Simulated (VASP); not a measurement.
Output of a VASP run:

File OSZICAR:
```
       N       E                     dE             d eps       ncg     rms          rms(c)
DAV:   1     0.299609687079E+03    0.29961E+03   -0.18872E+04  1328   0.233E+03
DAV:   2     0.191335710503E+02   -0.28048E+03   -0.26984E+03  1428   0.438E+02
DAV:   3    -0.114865559321E+02   -0.30620E+02   -0.30378E+02  1506   0.153E+02
DAV:   4    -0.121092846962E+02   -0.62273E+00   -0.62188E+00  1458   0.234E+01
DAV:   5    -0.121140875481E+02   -0.48029E-02   -0.48027E-02  1500   0.198E+00    0.140E+01
DAV:   6    -0.844148002842E+01    0.36726E+01   -0.13959E+01  2282   0.783E+01    0.799E+00
DAV:   7    -0.859826716860E+01   -0.15679E+00   -0.28688E+00  1526   0.208E+01    0.485E+00
DAV:   8    -0.862069776670E+01   -0.22431E-01   -0.97750E-01  1746   0.904E+00    0.189E+00
DAV:   9    -0.855106205480E+01    0.69636E-01   -0.21906E-01  1950   0.865E+00    0.349E-01
DAV:  10    -0.855463730080E+01   -0.35752E-02   -0.53440E-02  1326   0.211E+00    0.957E-02
DAV:  11    -0.855480159214E+01   -0.16429E-03   -0.14855E-03  1798   0.990E-01    0.903E-02
DAV:  12    -0.855472117489E+01    0.80417E-04   -0.45662E-04  1940   0.493E-01    0.989E-03
DAV:  13    -0.855473767415E+01   -0.16499E-04   -0.87719E-05  1376   0.930E-02    0.187E-02
DAV:  14    -0.855473345667E+01    0.42175E-05   -0.94534E-06  1560   0.304E-02    0.653E-03
DAV:  15    -0.855473307649E+01    0.38018E-06   -0.46634E-06  1394   0.179E-02    0.104E-03
DAV:  16    -0.855473304453E+01    0.31962E-07   -0.13576E-07   936   0.413E-03
   1 F= -.85547330E+01 E0= -.85547330E+01  d E =-.855473E+01
```

OUTCAR:
```
------------------------ aborting loop because EDIFF is reached ----------------------------------------
  FORCE on cell =-STRESS in cart. coord.  units (eV):
  Direction    XX          YY          ZZ          XY          YZ          ZX
  --------------------------------------------------------------------------------------
  Total       -2.2412162     -2.2412169     -2.2483492      0.0000000      0.0000000      0.0000000
  in kB      -69.3096239    -69.3096457    -69.5302110      0.0000000      0.0000000      0.0000000
  external PRESSURE =     -69.3831602 kB  Pullay stress =       0.0000000 kB
  volume of cell :       51.81
      direct lattice vectors                 reciprocal lattice vectors
     1.665622798 -2.884943766  0.000000000     0.300188014 -0.173313604  0.000000000
     1.665622798  2.884943766  0.000000000     0.300188014  0.173313604  0.000000000
     0.000000000  0.000000000  5.390844399     0.000000000  0.000000000  0.185499697
  FREE ENERGIE OF THE ION-ELECTRON SYSTEM (eV)
  ---------------------------------------------------
  free  energy   TOTEN  =        -8.5547330445 eV

  energy  without entropy=       -8.5547330445  energy(sigma->0) =       -8.55473304

 reached required accuracy - stopping structural energy minimisation
```
(Selected blocks of OUTCAR.)

File POSCAR:
```
ZnO
1
    1.6656227983    -2.8849437661     0.0000000000
    1.6656227983     2.8849437661     0.0000000000
    0.0000000000     0.0000000000     5.3908443987
Zn O
2 2
Direct
  0.6666670000   0.3333330000   0.5018532842
  0.3333330000   0.6666670000   0.0018532842
  0.6666670000   0.3333330000   0.8801467158
  0.3333330000   0.6666670000   0.3801467158
```

### Question
Write an INCAR and KPOINTS that could have produced this output.

### Answer
This is not unique; one that fits is the input of the run itself, optB88-vdW, plane waves, VASP's PBE PAW potentials (set 64).

### KPOINTS
```
Automatic mesh
0
Gamma
8 8 4
0 0 0
```

INCAR:
```
AGGAC = 0.0
ALGO = Normal
EDIFF = 1E-7
EDIFFG = -0.01
ENCUT = 520
GGA = BO
IBRION = 2
ISIF = 4
ISMEAR = 0
LASPH = .TRUE.
LCHARG = .FALSE.
LMAXMIX = 4
LREAL = .FALSE.
LUSE_VDW = .TRUE.
LWAVE = .FALSE.
NELM = 100
NSW = 30
PARAM1 = 0.1833333333
PARAM2 = 0.22
PREC = Accurate
SIGMA = 0.05
SYSTEM = ZnO
```

POTCAR, in this order: Zn O (PBE.64 set). Program: vasp_std.

The compound is ZnO in the wurtzite structure. This cell is one point of a volume scan, at 1.06 of the reference volume.
